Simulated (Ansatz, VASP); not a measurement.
# Cross-check of P between VASP and Ansatz

Aim: how closely do two programs agree when they are given the same cell, functional and k mesh? The cell is taken from a series of runs on this material, whose earlier steps may have relaxed, scaled, displaced or heated it; both programs get it as it stands.

Calculated with Ansatz 0.2.0; plane waves, with VASP 6.6.1 beside it; zone-centre phonons at PBE with D3(BJ).

## (1) Set-up

Symmetry: Cmce, No. 64, orthorhombic system. The conventional cell has a = 3.289 Å, b = 10.095 Å, c = 4.208 Å, α = 90.00°, β = 90.00°, γ = 90.00°. Nearest to P lie 3 P at 2.22 to 2.25 Å.

## (2) VASP: zone-centre phonons, PBE with D3(BJ)

Second derivatives magnify differences that forces hide, and they need a tight electronic threshold.

Lines of VASP's logs that name or quote its potential files are left out, and so is its time.

The input, INCAR:

```
SYSTEM = P
PREC = Accurate
ENCUT = 500
EDIFF = 1E-08
NELM = 120
ISMEAR = 1
SIGMA = 0.2
LREAL = .FALSE.
ALGO = Normal
GGA = PE
IVDW = 12
NBANDS = 16
LORBIT = 11
LWAVE = .FALSE.
LCHARG = .FALSE.
ISIF = 2
IBRION = 6
NFREE = 2
POTIM = 0.015
NSW = 1
LASPH = .TRUE.
GGA_COMPAT = .FALSE.
KPAR = 2
```

The input, POSCAR:

```
P
1.0
    1.6445671514     -5.0473070024      0.0000000000
    1.6445671514      5.0473070024      0.0000000000
    0.0000000000      0.0000000000      4.2075510130
P
4
Direct
    0.8928073626      0.1071926374      0.0729127432
    0.6071926374      0.3928073626      0.5729127432
    0.1071926374      0.8928073626      0.9270872568
    0.3928073626      0.6071926374      0.4270872568
```

The input, KPOINTS:

```
Automatic mesh
0
Gamma
16 16 12
0 0 0
```

Potentials, in the order of the species: P (PBE family, release 64).

The run is started by

```
$ mpirun -np 2 vasp_std
```

Numbers of over 12 decimals in the logs are rounded to 6 here.

The program printed:

```text
[banner, memory and clock lines left out]
running    2 mpi-ranks, on    1 nodes
 distrk:  each k-point on    1 cores,    2 groups
 distr:  one band on    1 cores,    1 groups

 POSCAR found type information on POSCAR P
 POSCAR found :  1 types and       4 ions
 LDA part: xc-table for (Slater+PW92), standard interpolation
 POSCAR, INCAR and KPOINTS ok, starting setup
 FFT: planning ... GRIDC
 FFT: planning ... GRID_SOFT
 FFT: planning ... GRID
 WAVECAR not read
 entering main loop
       N       E                     dE             d eps       ncg     rms          rms(c)
DAV:   1     0.555698955604E+02    0.55570E+02   -0.83339E+03 16352   0.104E+03
DAV:   2    -0.184345736436E+02   -0.74004E+02   -0.71508E+02 22360   0.159E+02
DAV:   3    -0.214713118792E+02   -0.30367E+01   -0.30233E+01 22136   0.344E+01
DAV:   4    -0.214999639780E+02   -0.28652E-01   -0.28645E-01 20448   0.402E+00
DAV:   5    -0.215004453485E+02   -0.48137E-03   -0.48134E-03 22472   0.479E-01    0.105E+01
DAV:   6    -0.213973756477E+02    0.10307E+00   -0.62689E-02 19544   0.145E+00    0.618E+00
DAV:   7    -0.213560066218E+02    0.41369E-01   -0.10430E-01 21376   0.190E+00    0.315E-01
DAV:   8    -0.213556549692E+02    0.35165E-03   -0.11890E-02 19216   0.694E-01    0.158E-01
DAV:   9    -0.213557118384E+02   -0.56869E-04   -0.51736E-04 22416   0.148E-01    0.765E-02
DAV:  10    -0.213557217424E+02   -0.99040E-05   -0.66747E-05 20480   0.480E-02    0.330E-02
DAV:  11    -0.213557289786E+02   -0.72362E-05   -0.11852E-05 20352   0.262E-02    0.105E-02
DAV:  12    -0.213557293427E+02   -0.36410E-06   -0.50353E-07 21136   0.474E-03    0.236E-03
DAV:  13    -0.213557292863E+02    0.56431E-07   -0.13906E-07 19792   0.251E-03    0.814E-04
DAV:  14    -0.213557293108E+02   -0.24495E-07   -0.13527E-08 13640   0.731E-04    0.483E-04
DAV:  15    -0.213557293211E+02   -0.10330E-07   -0.26574E-09 10224   0.381E-04    0.176E-04
DAV:  16    -0.213557293206E+02    0.52000E-09   -0.31064E-10  9904   0.128E-04
   1 F= -.22963337E+02 E0= -.22963777E+02  d E =0.132037E-02
[...]
2 F= -.22962079E+02 E0= -.22962520E+02  d E =0.132236E-02
[...]
3 F= -.22962079E+02 E0= -.22962520E+02  d E =0.132236E-02
[...]
4 F= -.22961670E+02 E0= -.22962115E+02  d E =0.133591E-02
[...]
5 F= -.22962982E+02 E0= -.22963416E+02  d E =0.130097E-02
[...]
6 F= -.22962541E+02 E0= -.22962960E+02  d E =0.125504E-02
 Finite differences progress:
  Degree of freedom:   3/  3
  Displacement:        1/  2
  Total:               5/  6
 bond charge predicted
       N       E                     dE             d eps       ncg     rms          rms(c)
DAV:   1    -0.213520433688E+02    0.29062E-02   -0.35372E-01 27192   0.326E+00    0.359E-01
DAV:   2    -0.213536009234E+02   -0.15576E-02   -0.17752E-02 37776   0.845E-01    0.948E-02
DAV:   3    -0.213535518549E+02    0.49069E-04   -0.29001E-04 31592   0.118E-01    0.557E-02
DAV:   4    -0.213535459260E+02    0.59289E-05   -0.67112E-05 36624   0.489E-02    0.293E-02
DAV:   5    -0.213535463000E+02   -0.37403E-06   -0.63339E-06 33368   0.160E-02    0.148E-02
DAV:   6    -0.213535461561E+02    0.14392E-06   -0.10410E-06 34792   0.607E-03    0.385E-03
DAV:   7    -0.213535462203E+02   -0.64161E-07   -0.21909E-07 35544   0.262E-03    0.782E-04
DAV:   8    -0.213535462415E+02   -0.21279E-07   -0.96786E-09 18264   0.647E-04    0.341E-04
DAV:   9    -0.213535462514E+02   -0.98185E-08   -0.19903E-09 16120   0.299E-04
   7 F= -.22961162E+02 E0= -.22961629E+02  d E =0.139976E-02
 Finite differences progress:
  Degree of freedom:   3/  3
  Displacement:        2/  2
  Total:               6/  6
```

Parts of OUTCAR (step 2):

```text
ion  position               nearest neighbor table
   1  0.893  0.107  0.073-   4 2.22   4 2.22   3 2.25
   2  0.607  0.393  0.573-   3 2.22   3 2.22   4 2.25
   3  0.107  0.893  0.927-   2 2.22   2 2.22   1 2.25
   4  0.393  0.607  0.427-   1 2.22   1 2.22   2 2.25

  LATTYP: Found a base centered orthorhombic cell.
 ALAT       =     3.2891343028
 B/A-ratio  =     3.0690793004
 C/A-ratio  =     1.2792274883

 Subroutine GETGRP returns: Found  8 space group operations
 (whereof  4 operations were pure point group operations)

The static configuration has the point symmetry C_2h.
 The point group associated with its full space group is D_2h.

 Found    511 irreducible k-points:

   k-points           NKPTS =    511   k-points in BZ     NKDIM =    511   number of bands    NBANDS=     16

   dimension x,y,z NGX =    40 NGY =   40 NGZ =   32
   dimension x,y,z NGXF=    80 NGYF=   80 NGZF=   64

   ENCUT  =  500.0 eV  36.75 Ry    6.06 a.u.   9.68  9.68  7.67*2*pi/ulx,y,z

   NELECT =      20.0000    total number of electrons

 k-points in reciprocal lattice and weights: Automatic mesh
   0.00000000  0.00000000  0.00000000       0.000
   0.06250000 -0.00000000  0.00000000       0.001
   0.12500000 -0.00000000  0.00000000       0.001
   0.18750000 -0.00000000  0.00000000       0.001
   0.25000000 -0.00000000  0.00000000       0.001
   0.31250000 -0.00000000  0.00000000       0.001
   0.37500000 -0.00000000  0.00000000       0.001
   0.43750000  0.00000000  0.00000000       0.001
   0.50000000 -0.00000000  0.00000000       0.001
[...]
15      12.6426      0.00000
    ...

 k-point     3 :       0.1250   -0.0000    0.0000
  band No.  band energies     occupation
    ...
      6       2.5461      2.00000
      7       2.8150      2.00000
      8       4.6628      2.00000
      9       4.6717      2.00000
     10       6.2490      2.00000
     11       8.6859     -0.00000
     12      10.0737     -0.00000
     13      10.2130     -0.00000
     14      10.8689     -0.00000
     15      11.9524      0.00000
    ...

 k-point     4 :       0.1875   -0.0000    0.0000
  band No.  band energies     occupation
    ...
      6       2.2980      2.00000
      7       2.7734      2.00000
      8       4.5808      2.00000
      9       4.7526      2.00000
     10       6.3617      2.00000
     11       8.8362     -0.00000
     12       9.4135     -0.00000
     13      10.7596     -0.00000
     14      11.1648     -0.00000
     15      11.3878     -0.00000
    ...

 k-point     5 :       0.2500   -0.0000    0.0000
  band No.  band energies     occupation
    ...
      6       1.9903      2.00000
      7       3.0722      2.00000
      8       4.5768      2.00000
      9       4.8504      2.00000
     10       6.3217      2.00000
     11       8.3896     -0.00000
     12       9.4639     -0.00000
     13       9.9264     -0.00000
     14      10.4028     -0.00000
     15      11.1421     -0.00000
    ...

 Edisp (eV)   -1.60762

  Total       0.44215     0.25019    -0.36715     0.00000     0.08231     0.00000
  in kB      10.14157     5.73862    -8.42136     0.00000     1.88787     0.00000
  external pressure =        2.49 kB  Pullay stress =        0.00 kB

  energy-cutoff  :      500.00
  volume of cell :       69.85
      direct lattice vectors                 reciprocal lattice vectors
     1.644567151 -5.047307002  0.000000000     0.304031368 -0.099062728  0.000000000
     1.644567151  5.047307002  0.000000000     0.304031368  0.099062728  0.000000000
     0.000000000  0.000000000  4.207551013     0.000000000  0.000000000  0.237667944

 POSITION                                       TOTAL-FORCE (eV/Angst)
 -----------------------------------------------------------------------------------
      1.64457     -3.96524      0.29178         0.000000     -0.038741      0.241810
      1.64457     -1.08207      2.41056         0.000000      0.031582      0.016433
      1.64457      3.96524      3.90077         0.000000      0.038973     -0.058109
      1.64457      1.08207      1.79699         0.000000     -0.031814     -0.200134
 -----------------------------------------------------------------------------------
    total drift:                                0.000000      0.000003     -0.000037

  FREE ENERGIE OF THE ION-ELECTRON SYSTEM (eV)
  ---------------------------------------------------
  free  energy   TOTEN  =       -22.9611624070 eV

  energy  without entropy=      -22.9625621650  energy(sigma->0) =      -22.96162899

 Eigenvectors and eigenvalues of the dynamical matrix
 ----------------------------------------------------

   1 f  =   14.001485 THz    87.973927 2PiTHz  467.039278 cm-1    57.905464 meV
             X         Y         Z           dx          dy          dz
      1.644567 -3.965239  0.306784     0.000000    0.000009   -0.500000
      1.644567 -1.082068  2.410560     0.000000    0.000009    0.500000
      1.644567  3.965239  3.900767    -0.000000    0.000009   -0.500000
      1.644567  1.082068  1.796991    -0.000000    0.000009    0.500000

   2 f  =   13.551514 THz    85.146675 2PiTHz  452.029856 cm-1    56.044534 meV
             X         Y         Z           dx          dy          dz
      1.644567 -3.965239  0.306784     0.000000    0.164523    0.472157
      1.644567 -1.082068  2.410560     0.000000   -0.164523    0.472157
      1.644567  3.965239  3.900767    -0.000000   -0.164523   -0.472157
      1.644567  1.082068  1.796991    -0.000000    0.164523   -0.472157

   3 f  =   12.842095 THz    80.689260 2PiTHz  428.366165 cm-1    53.110612 meV
             X         Y         Z           dx          dy          dz
      1.644567 -3.965239  0.306784    -0.500000    0.000000   -0.000000
      1.644567 -1.082068  2.410560    -0.500000   -0.000000    0.000000
      1.644567  3.965239  3.900767     0.500000   -0.000000   -0.000000
      1.644567  1.082068  1.796991     0.500000    0.000000   -0.000000

   4 f  =   12.592652 THz    79.121964 2PiTHz  420.045644 cm-1    52.078999 meV
             X         Y         Z           dx          dy          dz
      1.644567 -3.965239  0.306784    -0.500000    0.000000   -0.000000
      1.644567 -1.082068  2.410560     0.500000    0.000000    0.000000
      1.644567  3.965239  3.900767    -0.500000    0.000000   -0.000000
      1.644567  1.082068  1.796991     0.500000    0.000000    0.000000

   5 f  =   12.155047 THz    76.372411 2PiTHz  405.448718 cm-1    50.269212 meV
             X         Y         Z           dx          dy          dz
      1.644567 -3.965239  0.306784    -0.000000    0.498661   -0.036563
      1.644567 -1.082068  2.410560    -0.000000    0.498661    0.036563
      1.644567  3.965239  3.900767     0.000000   -0.498661    0.036563
      1.644567  1.082068  1.796991     0.000000   -0.498661   -0.036563

   6 f  =   10.941989 THz    68.750542 2PiTHz  364.985453 cm-1    45.252408 meV
             X         Y         Z           dx          dy          dz
      1.644567 -3.965239  0.306784     0.000000    0.472157   -0.164523
      1.644567 -1.082068  2.410560    -0.000000   -0.472157   -0.164523
      1.644567  3.965239  3.900767     0.000000   -0.472157    0.164523
      1.644567  1.082068  1.796991    -0.000000    0.472157    0.164523

   7 f  =    6.586680 THz    41.385328 2PiTHz  219.707980 cm-1    27.240306 meV
             X         Y         Z           dx          dy          dz
      1.644567 -3.965239  0.306784     0.000000    0.036563    0.498661
      1.644567 -1.082068  2.410560    -0.000000    0.036563   -0.498661
      1.644567  3.965239  3.900767    -0.000000   -0.036563   -0.498661
      1.644567  1.082068  1.796991     0.000000   -0.036563    0.498661

   8 f  =    5.420901 THz    34.060528 2PiTHz  180.821809 cm-1    22.419037 meV
             X         Y         Z           dx          dy          dz
      1.644567 -3.965239  0.306784     0.500000   -0.000000   -0.000000
      1.644567 -1.082068  2.410560    -0.500000    0.000000    0.000000
      1.644567  3.965239  3.900767    -0.500000    0.000000    0.000000
      1.644567  1.082068  1.796991     0.500000    0.000000   -0.000000

   9 f  =    3.147983 THz    19.779361 2PiTHz  105.005411 cm-1    13.019006 meV
             X         Y         Z           dx          dy          dz
      1.644567 -3.965239  0.306784     0.000000    0.500000    0.000037
      1.644567 -1.082068  2.410560     0.000000   -0.500000    0.000037
      1.644567  3.965239  3.900767     0.000000    0.500000    0.000037
      1.644567  1.082068  1.796991     0.000000   -0.500000    0.000037

  10 f  =    0.000000 THz     0.000001 2PiTHz    0.000004 cm-1     0.000001 meV
             X         Y         Z           dx          dy          dz
      1.644567 -3.965239  0.306784     0.500000   -0.000000   -0.000000
      1.644567 -1.082068  2.410560     0.500000   -0.000000   -0.000000
      1.644567  3.965239  3.900767     0.500000   -0.000000   -0.000000
      1.644567  1.082068  1.796991     0.500000   -0.000000   -0.000000

  11 f/i=    0.000233 THz     0.001466 2PiTHz    0.007781 cm-1     0.000965 meV
             X         Y         Z           dx          dy          dz
      1.644567 -3.965239  0.306784     0.000000   -0.000037    0.500000
      1.644567 -1.082068  2.410560     0.000000    0.000037    0.500000
      1.644567  3.965239  3.900767     0.000000   -0.000037    0.500000
      1.644567  1.082068  1.796991     0.000000    0.000037    0.500000

  12 f/i=    0.000266 THz     0.001670 2PiTHz    0.008864 cm-1     0.001099 meV
             X         Y         Z           dx          dy          dz
      1.644567 -3.965239  0.306784     0.000000    0.500000    0.000009
      1.644567 -1.082068  2.410560     0.000000    0.500000   -0.000010
      1.644567  3.965239  3.900767     0.000000    0.500000    0.000009
      1.644567  1.082068  1.796991     0.000000    0.500000   -0.000010

 ELASTIC MODULI CONTR FROM IONIC RELAXATION (kBar)
 Direction    XX          YY          ZZ          XY          YZ          ZX
 --------------------------------------------------------------------------------
 XX        -123.9862   -178.4114   -326.9355     -0.0000      0.0000     -0.0000
 YY        -178.4114  -1209.1978   -224.7351     -0.0000      0.0000     -0.0000
 ZZ        -326.9355   -224.7351   -925.4735     -0.0000     -0.0000     -0.0000
 XY          -0.0000     -0.0000     -0.0000   -395.8610      0.0000     -0.0000
 YZ          -0.0000      0.0000     -0.0000      0.0000   -498.1759      0.0000
 ZX          -0.0000     -0.0000     -0.0000     -0.0000      0.0000   -595.6496
 --------------------------------------------------------------------------------

 total charge
# of ion       s       p       d       tot
------------------------------------------
    1        1.086   1.375   0.000   2.462
    2        1.086   1.375   0.000   2.462
    3        1.086   1.375   0.000   2.462
    4        1.086   1.375   0.000   2.462
--------------------------------------------------
tot          4.345   5.502   0.000   9.847

[... 1 further part left out ...]
```

Levels, forces or a CONTCAR printed for this step are those of its last displaced cell, not of the structure at rest.

[end of part 1 of 2]

[Lines on the potential files, build, host, timing and source positions are cut from VASP's logs without a mark.]

[Logs are printed without paths, hosts, clocks, repeated set-up lines and the standing remarks that a program may print on its own settings, such as how far it seeks lower states.]

[Hosts, paths, dates, database ids (printed as entryN), source tags and the programs' standing remarks are cut or masked in the printed files.]
